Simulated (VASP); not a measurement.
Here is the system:

```
CELL_PARAMETERS angstrom
      0.00000     2.35000     2.35000
      2.35000     0.00000     2.35000
      2.35000     2.35000     0.00000
ATOMIC_POSITIONS crystal
  Cd 0.00000 0.00000 0.00000
  O  0.50000 0.50000 0.50000
```

Calculation: PBE GGA, VASP's PBE PAW potentials (set 64) (plane waves; VASP). Run with PREC = Single, 520 eV cut-off, 9×9×9 Γ-centred mesh, Gaussian smearing of 0.050 eV, potentials Cd O.

What does the run give for the energy per atom (σ→0), pressure, band gap (on the k-mesh) with the smallest direct gap where there is one?

The band gap (on the k-mesh) is none (metal, semimetal or under 0.01 eV) and the energy per atom (σ→0) comes out as -3.849 eV/atom. The pressure is 7.50 GPa.

Total energies compare only between runs with the same potentials, cut-off and functional.

The compound is CdO in the rock salt structure. The cell was not relaxed at this level. The run is one of a series of settings (PREC = Single against the base run), some of them coarse on purpose.
